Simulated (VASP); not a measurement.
Input:

```xyz
1
Lattice="-2.5132 2.5132 2.5132 2.5132 -2.5132 2.5132 2.5132 2.5132 -2.5132" Properties=species:S:1:pos:R:3 pbc="T T T"
Ba     2.5132     2.5132    -2.5132
```

Calculation: PBE GGA, VASP's PBE PAW potentials (set 64) (plane waves; VASP). Numerical set-up: 480 eV cut-off, 10×10×10 Γ-centred mesh, first-order Methfessel-Paxton smearing of 0.10 eV, potentials Ba_sv.

Energy and stress use the plane-wave basis of the starting cell.

### Question
The ions, cell shape and volume at an external pressure of 2.0 GPa are relaxed. What does this cell relax into?

### Answer

```xyz
1
Lattice="-2.3747 2.3747 2.3747 2.3747 -2.3747 2.3747 2.3747 2.3747 -2.3747" Properties=species:S:1:pos:R:3 pbc="T T T"
Ba     2.3747    -2.3747     2.3747
```
Space group Im-3m (229), at a tolerance of 0.03 Å.

### Question
How do energy and volume change from the first to the last step?

### Answer
The energy (σ→0) changes by +55.8 meV/atom and the volume by -15.6 %, in 4 ionic steps.

The compound is Ba in the bcc structure. This run relaxes it under an external pressure of 2 GPa. Symmetry was kept, so distortions that lower it aren't found.
